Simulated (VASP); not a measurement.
These are revPBE GGA, VASP's PBE PAW potentials (set 64) (plane waves; VASP) values and carry that method's errors.

VASP input:

**INCAR**
```
ALGO = Normal
EDIFF = 1E-6
EDIFFG = -0.01
ENCUT = 520
GGA = RE
IBRION = 2
ISIF = 3
ISMEAR = 1
LASPH = T
LCHARG = F
LMAXMIX = 4
LREAL = F
LWAVE = F
NELM = 100
NSW = 60
PREC = Accurate
SIGMA = 0.1
SYSTEM = Nb
```

File KPOINTS:
```
Automatic mesh
0
Gamma
14 14 14
0 0 0
```

### POSCAR
```
Nb
1
   -1.6618239986     1.6618239986     1.6618239986
    1.6618239986    -1.6618239986     1.6618239986
    1.6618239986     1.6618239986    -1.6618239986
Nb
1
Direct
  0.0000000000   0.0000000000   0.0000000000
```

POTCAR, in this order: Nb_sv (PBE.64 set). Program: vasp_std.

Question: What will the output report for the number of irreducible k-points (NKPTS), largest plane-wave count, number of space-group operations, FFT grid (NGX, NGY, NGZ)?

Answer: 
```
Quantity                                       Value
--------------------------------------  ------------
number of irreducible k-points (NKPTS)           104
largest plane-wave count                         531
number of space-group operations                  48
FFT grid (NGX, NGY, NGZ)                24 × 24 × 24
```

The compound is Nb in the bcc structure. It was relaxed first. The start is the result of an earlier pass.
